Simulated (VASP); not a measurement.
Runs of VASP 6.6.1 on Y4N. Symmetry: Pm-3m, No. 221, cubic system. Conventional cell: a = 4.978 Å, b = 4.978 Å, c = 4.978 Å, α = 90.00°, β = 90.00°, γ = 90.00°. Y (site symmetry 4/mmm) has 2 N at 2.49 Å as nearest neighbours. Y (site symmetry m-3m) is surrounded by 12 Y at 3.52 Å. N (site symmetry m-3m) has 6 Y at 2.49 Å as nearest neighbours. The cell was built by a generator and needn't be a form met in nature.

```tsv
task	level	potentials or basis	U	cell	cutoff (eV)	smearing	LDAUTYPE	hund's J	other keys	gap on the mesh (eV)	pressure (GPa)
single point	PBE	VASP PAW PBE potentials, release 64 (Y_sv, N)	-	as given	520	fermi-dirac 0.05 eV	-	-	-	none	0.0
relaxation of cell and atoms	PBE	VASP PAW PBE potentials, release 64 (Y_sv, N)	-	relaxed	600	gaussian 0.05 eV	-	-	-	none	0.1
atomic charges	PBE+TS	VASP PAW PBE potentials, release 64 (Y_sv, N_h)	-	as given	900	gaussian 0.1 eV	-	-	LMAXMIX = 4; AMIX = 0.2; BMIX = 0.0001; AMIX_MAG = 0.8; …	none	(a)
relaxation of the atoms	RPBE	VASP PAW PBE potentials, release 64 (Y_sv, N)	-	atoms relaxed	520	gaussian 0.05 eV	-	-	-	none	1.9
```

Alike in all rows: no spin polarisation; k mesh 6 × 6 × 6.

Question: Estimate the missing entries.

Answer: (a) -5.6.

Caveats: the cutoff is under 1.25 times the usual one of these potentials, so pressure, stress and relaxed cells hold a basis-set (Pulay) error (some runs); atom-pairwise D2, TS and ULG terms overbind metals (some runs); pairwise dispersion overbinds metals, which lowers pressure and volume (some runs); the relaxation stopped at its first step, so nothing moved (some runs); the PAW data sets were made with another functional, which shifts forces and pressure a little (some runs).

A k mesh can miss the band edges, and the runs leave out spin-orbit coupling on Y.

A gap of «none» marks a metal or a gap under the smearing width.
